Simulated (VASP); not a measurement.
OSZICAR of a VASP run on C (diamond):

OSZICAR:
```
       N       E                     dE             d eps       ncg     rms          rms(c)
DAV:   1     0.541834459268E+00    0.54183E+00   -0.54481E+03  1208   0.111E+03
DAV:   2    -0.198226870817E+02   -0.20365E+02   -0.19975E+02  1760   0.121E+02
DAV:   3    -0.199595185217E+02   -0.13683E+00   -0.13683E+00  1216   0.130E+01
DAV:   4    -0.199597186772E+02   -0.20016E-03   -0.20016E-03  1696   0.531E-01
DAV:   5    -0.199597187884E+02   -0.11116E-06   -0.11116E-06  1216   0.756E-03    0.573E+00
DAV:   6    -0.194335396232E+02    0.52618E+00   -0.40447E-01  1200   0.498E+00    0.339E+00
DAV:   7    -0.192505899934E+02    0.18295E+00   -0.44533E-01  1368   0.528E+00    0.729E-01
DAV:   8    -0.192506456561E+02   -0.55663E-04   -0.15448E-03  1184   0.490E-01    0.303E-02
DAV:   9    -0.192506508384E+02   -0.51823E-05   -0.34470E-05  1656   0.559E-02    0.231E-02
DAV:  10    -0.192506557396E+02   -0.49011E-05   -0.31065E-06  1240   0.212E-02    0.462E-03
DAV:  11    -0.192506556264E+02    0.11311E-06   -0.29627E-08  1224   0.174E-03    0.996E-04
DAV:  12    -0.192506556262E+02    0.26222E-09   -0.24133E-09   576   0.614E-04
   1 F= -.19250656E+02 E0= -.19250656E+02  d E =-.370560E-13
```

Q: Which electronic solver shows in the log?

A: It is blocked Davidson (ALGO = Normal, or the opening steps of other solvers). The INCAR had ALGO = Normal.

Q: Can the final energy be trusted as converged?

A: Self-consistency was reached. It stopped with EDIFF = 1E-7, NELM = 100 (PBEsol GGA, plane waves, VASP's PBE PAW potentials (set 64)).

The compound is C in the diamond structure. This cell was strained or had an atom moved on purpose.
